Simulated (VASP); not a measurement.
Energy against volume of Al3Sc (L1_2). Level of theory: revPBE GGA, VASP's PBE PAW potentials (set 64) (plane waves; VASP). Run with 520 eV cut-off, 8×8×8 Γ-centred mesh, first-order Methfessel-Paxton smearing of 0.10 eV, potentials Sc_sv Al.

```json
[
 {"V (Å³/atom)": "16.504", "E (eV/atom)": "-4.58362"},
 {"V (Å³/atom)": "17.031", "E (eV/atom)": "-4.59853"},
 {"V (Å³/atom)": "17.557", "E (eV/atom)": "-4.60370"},
 {"V (Å³/atom)": "18.084", "E (eV/atom)": "-4.60067"}
]
```

Q: Fit these four points and predict the energy of the run at 18.611 Å³/atom.

A: A cubic in V^(−2/3), the third-order Birch-Murnaghan form, passes through the four points with V0 = 17.61 Å³/atom and B0 = 82 GPa, and gives -4.5907 eV/atom there. The run gave -4.5906 eV/atom, +0.1 meV/atom from the fit; all five points give B0 = 82 GPa.

The compound is Al3Sc in the L1_2 structure. It was relaxed first.
